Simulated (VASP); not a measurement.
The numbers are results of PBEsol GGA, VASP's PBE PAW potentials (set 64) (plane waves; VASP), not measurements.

A VASP calculation is set up with these files.

### POSCAR
```
HfN
1
    0.0000000000     2.2452352555     2.2452352555
    2.2452352555     0.0000000000     2.2452352555
    2.2452352555     2.2452352555    -0.0000000000
Hf N
1 1
Direct
 -0.0055673453   0.0055673453   0.0055673453
  0.5000000000   0.5000000000   0.5000000000
```

### INCAR
```
! general
SYSTEM =HfN
PREC   =Accurate
ENCUT  =600   ! plane-wave cut-off (eV)
LREAL  =.False.   ! projection in real space or not
LASPH  =.True.

! electronic loop
EDIFF  =1E-7   ! SCF stop (eV)
NELM   =100   ! most electronic steps
ALGO   =Normal
LMAXMIX=6   ! l cut-off of mixed one-centre charges

! smearing
ISMEAR =1   ! Methfessel-Paxton
SIGMA  =0.1   ! width (eV)

! functional
GGA    =PS   ! PBEsol

! ions
ISIF   =2   ! forces and stress, cell fixed

! output
LWAVE  =.False.
LCHARG =.False.
```

File KPOINTS:
```
Automatic mesh
0
Gamma
14 14 14
0 0 0
```

POTCAR, in this order: Hf_pv N (PBE.64 set). Program: vasp_std.

The resulting files:

File OUTCAR:
```
 ion  position               nearest neighbor table
   1  0.994  0.006  0.006-   2 2.22   2 2.25   2 2.25   2 2.25   2 2.25   2 2.27
   2  0.500  0.500  0.500-   1 2.22   1 2.25   1 2.25   1 2.25   1 2.25   1 2.27
  LATTYP: Found a face centered cubic cell.
 ALAT       =     4.4904705110
 Subroutine PRICEL returns:
 Original cell was already a primitive cell.
 Subroutine GETGRP returns: Found  8 space group operations
The static configuration has the point symmetry C_4v.
The dynamic configuration has the point symmetry C_4v.
 Subroutine INISYM returns: Found  8 space group operations
 Subroutine IBZKPT returns following result:
 Found    244 irreducible k-points:

 Following reciprocal coordinates:
            Coordinates               Weight
  0.000000  0.000000  0.000000      1.000000
  0.071429  0.000000  0.000000      8.000000
  0.142857  0.000000  0.000000      8.000000
  0.214286  0.000000  0.000000      8.000000
  0.285714  0.000000  0.000000      8.000000
  0.357143  0.000000  0.000000      8.000000
  0.428571  0.000000  0.000000      8.000000
  0.500000  0.000000  0.000000      4.000000
  0.071429  0.071429  0.000000      4.000000
  0.000000  0.071429  0.071429      2.000000
  0.142857  0.071429  0.000000     16.000000
  0.000000  0.142857  0.071429      8.000000
  0.214286  0.071429  0.000000     16.000000
  0.000000  0.214286  0.071429      8.000000
  0.285714  0.071429  0.000000     16.000000
  0.000000  0.285714  0.071429      8.000000
  0.357143  0.071429  0.000000     16.000000
  0.000000  0.357143  0.071429      8.000000
  0.428571  0.071429  0.000000     16.000000
  0.000000  0.428571  0.071429      8.000000
  0.500000  0.071429  0.000000     16.000000
  0.000000  0.500000  0.071429      8.000000
 -0.428571  0.071429  0.000000     16.000000
  0.000000 -0.428571  0.071429      8.000000
...
```

### OSZICAR
```
       N       E                     dE             d eps       ncg     rms          rms(c)
DAV:   1     0.427660812830E+02    0.42766E+02   -0.89932E+03  5368   0.145E+03
DAV:   2    -0.232379440384E+02   -0.66004E+02   -0.62400E+02  7212   0.279E+02
DAV:   3    -0.256949221612E+02   -0.24570E+01   -0.24335E+01  6917   0.471E+01
DAV:   4    -0.257182985342E+02   -0.23376E-01   -0.23284E-01  6494   0.453E+00
DAV:   5    -0.257187271126E+02   -0.42858E-03   -0.42809E-03  6945   0.449E-01    0.524E+01
DAV:   6    -0.230799360674E+02    0.26388E+01   -0.13736E+01  6398   0.276E+01    0.424E+01
DAV:   7    -0.230112865440E+02    0.68650E-01   -0.67147E-01  6190   0.755E+00    0.259E+01
DAV:   8    -0.229962101791E+02    0.15076E-01   -0.10583E-01  6366   0.323E+00    0.552E+00
DAV:   9    -0.229877843842E+02    0.84258E-02   -0.45948E-02  6462   0.159E+00    0.172E+00
DAV:  10    -0.229873255930E+02    0.45879E-03   -0.20938E-03  6353   0.422E-01    0.250E-01
DAV:  11    -0.229873293344E+02   -0.37414E-05   -0.17649E-04  6828   0.127E-01    0.379E-02
DAV:  12    -0.229873266922E+02    0.26422E-05   -0.13300E-05  6401   0.354E-02    0.379E-02
DAV:  13    -0.229873263989E+02    0.29331E-06   -0.78310E-07  6402   0.969E-03    0.153E-03
DAV:  14    -0.229873264080E+02   -0.91836E-08   -0.16620E-08  3566   0.157E-03
   1 F= -.22987326E+02 E0= -.22987102E+02  d E =-.672873E-03
```

**OUTCAR**
```
------------------------ aborting loop because EDIFF is reached ----------------------------------------
  FORCE on cell =-STRESS in cart. coord.  units (eV):
  Direction    XX          YY          ZZ          XY          YZ          ZX
  --------------------------------------------------------------------------------------
  Total        0.0151038     -0.0180237     -0.0180237      0.0000000      0.0000000      0.0000000
  in kB        1.0690065     -1.2756729     -1.2756729      0.0000000      0.0000000      0.0000000
  external PRESSURE =      -0.4941131 kB  Pullay stress =       0.0000000 kB
  volume of cell :       22.64
      direct lattice vectors                 reciprocal lattice vectors
     0.000000000  2.245235255  2.245235255    -0.222693813  0.222693813  0.222693813
     2.245235255  0.000000000  2.245235255     0.222693813 -0.222693813  0.222693813
     2.245235255  2.245235255  0.000000000     0.222693813  0.222693813 -0.222693813
 POSITION                                       TOTAL-FORCE (eV/Angst)
 -----------------------------------------------------------------------------------
      0.02500      2.24524      2.24524        -0.321541      0.000000      0.000000
      2.24524      2.24524      2.24524         0.321541      0.000000      0.000000
 -----------------------------------------------------------------------------------
    total drift:                               -0.000047      0.000000      0.000000
  FREE ENERGIE OF THE ION-ELECTRON SYSTEM (eV)
  ---------------------------------------------------
  free  energy   TOTEN  =       -22.9873264080 eV

  energy  without entropy=      -22.9866535353  energy(sigma->0) =      -22.98710212
```
(Selected blocks of OUTCAR.)

The compound is HfN in the rock salt structure. This cell was strained or had an atom moved on purpose. The electron count is odd and the run is not spin-polarised, which forces a metal.
